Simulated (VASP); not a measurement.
Consider the following.

```
BeMg3Te4
1.0
   -0.03623     6.21214     6.28623
    6.21214    -0.03623     6.28623
    3.08795     3.08795     0.00000
Mg Te Be
3 4 1
Direct
  0.99717   0.99717   0.00567
  0.99675   0.50313   0.00012
  0.50313   0.99675   0.00012
  0.12575   0.12575   0.24850
  0.15626   0.61467   0.22908
  0.61467   0.15626   0.22908
  0.60699   0.60699   0.28602
  0.49929   0.49929   0.00142
```

The numbers are results of PBEsol GGA, VASP's PBE PAW potentials (set 64) (plane waves; VASP), not measurements. Run with 400 eV cut-off, Gaussian smearing of 0.050 eV, potentials Mg Te Be.

Unless said otherwise, spin-orbit coupling is left out, though it shifts the bands of the heavy elements here.

### Question
Estimate the band gap (along the path) with the smallest direct gap where there is one.

### Answer

```yaml
band gap (along the path): 2.07 eV
smallest direct gap (along the path): 2.07 eV
```

The absolute energy has meaning only against runs of the same code, potentials and settings.

The structure was generated: BeMg3Te4 was put into an ordered model structure (Amm2), which need not be its known phase. It was relaxed first.
